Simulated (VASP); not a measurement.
Set up this calculation in VASP 6.6.1, as the native input.

| Item | Value |
| --- | --- |
| Task | density of states |
| Functional | LDA |
| Potentials or basis | VASP PAW LDA potentials, release 64 (Rb_sv, Zn, As) |
| Cutoff | 520 eV |
| k mesh | 4 × 4 × 2, shifted |
| Occupations | fermi-dirac, width 0.1 eV |
| Spin | no spin polarisation |
| Dipole correction | no |
| k mesh for the DOS | 6 × 6 × 3 |
| Occupations for the DOS | tetrahedron |
| Further INCAR settings | ALGO = Fast; EDIFF = 1e-06 |

The system is RbZn4As3.

```
Rb Zn As
1.0
     4.21744   -0.01717   -0.00642
    -0.01717    4.20589    0.03135
    -0.01593    0.07777   10.55461
Rb Zn As
1 4 3
Cartesian
  4.0964 0.2414 5.1992
  4.1167 2.2626 1.6518
  2.0620 4.0835 1.6747
  0.0266 2.0706 8.9350
  2.0179 4.2090 8.8906
  2.1589 2.0180 2.7777
  2.1965 1.8950 7.6099
  4.0863 4.1448 10.4561
```

The cell was built by a generator and needn't be a form met in nature.

One way to write it, as run:

POSCAR

```
RbZn4As3
1.0
    4.2174439900     -0.0171732500     -0.0064203300
   -0.0171732500      4.2058894200      0.0313527000
   -0.0159266800      0.0777696200     10.5546066200
Rb Zn As
1 4 3
Direct
    0.9733750000      0.0522500000      0.4930350000
    0.9788920000      0.5390860000      0.1554900000
    0.4934510000      0.9700310000      0.1560840000
    0.0114480000      0.4767400000      0.8451430000
    0.4856560000      0.9871990000      0.8397040000
    0.5148190000      0.4770510000      0.2620670000
    0.5253110000      0.4393940000      0.7200170000
    0.9765840000      0.9711980000      0.9883760000
```

INCAR.step1

```
  PREC = Accurate
  ENCUT = 520
  EDIFF = 1E-6
  ISMEAR = -1
  SIGMA = 0.1
  LREAL = False
  LASPH = True
  NELM = 100
  ALGO = Fast
  ISIF = 2
  LWAVE = False
  LCHARG = True
  NBANDS = 46
```

KPOINTS.step1

```
Automatic mesh
0
Gamma
  4 4 2
  0 0.5 0
```

INCAR.step2

```
  PREC = Accurate
  ENCUT = 520
  EDIFF = 1E-6
  ISMEAR = -5
  SIGMA = 0.1
  LREAL = False
  LASPH = True
  NELM = 100
  ALGO = Fast
  ISIF = 2
  LWAVE = False
  LCHARG = False
  LORBIT = 10
  NEDOS = 2001
  ICHARG = 11
```

KPOINTS.step2

```
regular mesh
0
Gamma
  6 6 3
```

Potentials or basis: VASP PAW LDA potentials, release 64 (Rb_sv, Zn, As).

The run is started by

```sh
$ cat potpaw_LDA.64/Rb_sv/POTCAR potpaw_LDA.64/Zn/POTCAR potpaw_LDA.64/As/POTCAR > POTCAR
$ cp INCAR.step1 INCAR
$ cp KPOINTS.step1 KPOINTS
$ mpirun -np 1 vasp_std > vasp.out
$ cp INCAR.step2 INCAR
$ cp KPOINTS.step2 KPOINTS
$ mpirun -np 1 vasp_std > vasp.out
```

Results of the run:

* Valence electrons inside the program's atomic spheres: Rb 7.29; Zn 10.83, 10.80, 10.78, 10.81; As 2.88, 2.84, 2.81

Run time: 3.5 min on 1 thread of Intel(R) Xeon(R) 6975P-C (Granite Rapids), on a shared host, peak memory 0.47 GiB.
